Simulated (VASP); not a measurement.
Computed with PBEsol GGA, VASP's PBE PAW potentials (set 64) (plane waves; VASP).

VASP ran on this input.

File POSCAR:
```
Cu
1.0
  2.3617100000   0.0000000000   0.0000000000
  0.0000000000   2.3617100000   0.0000000000
  0.0000000000   0.0000000000   2.3617100000
Cu
1
Direct
  0.0000000000   0.0000000000   0.0000000000
```

File KPOINTS:
```
Automatic mesh
0
Gamma
14 14 14
0 0 0
```

### INCAR
```
SYSTEM = Cu
PREC = Accurate
ENCUT = 400
EDIFF = 1E-6
NELM = 100
ALGO = Normal
LREAL = .FALSE.
LASPH = .TRUE.
ISMEAR = 1
SIGMA = 0.1
GGA = PS
LMAXMIX = 4
LWAVE = .FALSE.
LCHARG = .FALSE.
IBRION = 2
ISIF = 3
NSW = 60
EDIFFG = -0.01
```

POTCAR, in this order: Cu (PBE.64 set). Program: vasp_std.

What will the output report for the number of irreducible k-points (NKPTS), number of bands (NBANDS), largest plane-wave count, number of space-group operations, FFT grid (NGX, NGY, NGZ)?

```json
{
 "number of irreducible k-points (NKPTS)": "120",
 "number of bands (NBANDS)": "9",
 "largest_plane_wave_count": "280",
 "number_of_space_group_operations": "48",
 "FFT grid (NGX, NGY, NGZ)": "16 × 16 × 16"
}
```

The structure was generated: Cu was put into the simple-cubic type (Pm-3m), which need not be its known phase. This run relaxes it. Symmetry was kept, so distortions that lower it aren't found.
